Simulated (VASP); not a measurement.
Energy against volume of KI (rock salt). Level of theory: PBE GGA with D3 dispersion (zero damping), VASP's PBE PAW potentials (set 64) (plane waves; VASP).

```json
[
 {"V (Å³/atom)": "41.962", "E (eV/atom)": "-2.97685"},
 {"V (Å³/atom)": "43.301", "E (eV/atom)": "-2.98203"},
 {"V (Å³/atom)": "44.640", "E (eV/atom)": "-2.98384"},
 {"V (Å³/atom)": "45.979", "E (eV/atom)": "-2.98283"},
 {"V (Å³/atom)": "47.318", "E (eV/atom)": "-2.97946"}
]
```

Question: Fit a third-order Birch-Murnaghan equation of state.

Answer: 
```yaml
volume_per_atom: 44.79 Å³/atom
bulk_modulus: 11.0 GPa
pressure_derivative_of_the_bulk_modulus: 5.00
lattice_constant_a: 7.103 Å
```

The compound is KI in the rock salt structure. It was relaxed first.
